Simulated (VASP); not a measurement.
OSZICAR of a VASP run on Ag (fcc):

### OSZICAR
```
       N       E                     dE             d eps       ncg     rms          rms(c)
DAV:   1     0.524850325443E+02    0.52485E+02   -0.48732E+03  3944   0.950E+02
DAV:   2    -0.212386345178E+01   -0.54609E+02   -0.51173E+02  3964   0.232E+02
DAV:   3    -0.298788887877E+01   -0.86403E+00   -0.86162E+00  4452   0.323E+01
DAV:   4    -0.299077866348E+01   -0.28898E-02   -0.28896E-02  4062   0.185E+00
DAV:   5    -0.299080696995E+01   -0.28306E-04   -0.28307E-04  4100   0.181E-01    0.481E+00
DAV:   6    -0.275293058028E+01    0.23788E+00   -0.59076E-01  3848   0.116E+01    0.315E+00
DAV:   7    -0.274616214083E+01    0.67684E-02   -0.68562E-03  4042   0.107E+00    0.182E+00
DAV:   8    -0.274358965960E+01    0.25725E-02   -0.59200E-04  3846   0.278E-01    0.339E-01
DAV:   9    -0.274359867522E+01   -0.90156E-05   -0.78218E-06  4316   0.293E-02    0.437E-02
DAV:  10    -0.274360543476E+01   -0.67595E-05   -0.43473E-06  3956   0.302E-02    0.336E-02
DAV:  11    -0.274360726456E+01   -0.18298E-05   -0.19744E-06  3978   0.178E-02    0.115E-03
DAV:  12    -0.274360719689E+01    0.67667E-07   -0.75435E-09  1974   0.104E-03
   1 F= -.27436072E+01 E0= -.27432090E+01  d E =-.796423E-03  mag=     0.0000     0.0000    -0.0000
       N       E                     dE             ncg
```

Q: Which electronic solver shows in the log?

A: It is blocked Davidson (ALGO = Normal, or the opening steps of other solvers). The INCAR had ALGO = Normal.

Q: How was spin treated?

A: With non-collinear spinors: mag has three components.

Q: Can the final energy be trusted as converged?

A: Self-consistency was reached. It stopped with EDIFF = 1E-6, NELM = 100 (PBE GGA with spin-orbit coupling, plane waves, VASP's PBE PAW potentials (set 64)).

The compound is Ag in the fcc structure. It was relaxed first.
